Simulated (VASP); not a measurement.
BiTe:

```
Bi Te
1.0
     0.00000    3.23500    3.23500
     3.23500    0.00000    3.23500
     3.23500    3.23500    0.00000
Bi Te
1 1
Direct
  0.00000 0.00000 0.00000
  0.50000 0.50000 0.50000
```

| Quantity | Value |
| --- | --- |
| Program | VASP 6.6.1 |
| Task | single point |
| Functional | PBE |
| Potentials or basis | VASP PAW PBE potentials, release 64 (Bi_d, Te) |
| Cutoff | 520 eV |
| k mesh | 7 × 7 × 7 |
| Occupations | fermi-dirac, width 0.05 eV |
| Spin | no spin polarisation |

On this cell: pressure 0.9 GPa; largest force zero by symmetry; band gap on the k mesh none (metal or under the smearing width).

The same run follows on a disturbed copy (atoms moved at random, drawn with an rms of 0.05 Å):

```
Bi Te
1.0
     0.00000    3.23500    3.23500
     3.23500    0.00000    3.23500
     3.23500    3.23500    0.00000
Bi Te
1 1
Direct
  0.98294 0.99120 0.02381
  0.49611 0.49225 0.50219
```

Problem. What does the disturbed cell give?

Solution. The energy (extrapolated to zero smearing) moves by +5.2 meV/atom; pressure 1.0 GPa; largest force 0.245 eV/Å; band gap on the k mesh none (metal or under the smearing width).

Forces on the atoms (eV/Å):
```
Bi  -0.192 -0.078  0.131
Te   0.192  0.078 -0.131
```

Stress tensor (GPa, compression positive):
```
 1.04 -0.06  0.10
-0.06  0.97  0.04
 0.10  0.04  0.99
```

Caveats: spin-orbit coupling is left out, which moves the levels of the heavy elements.
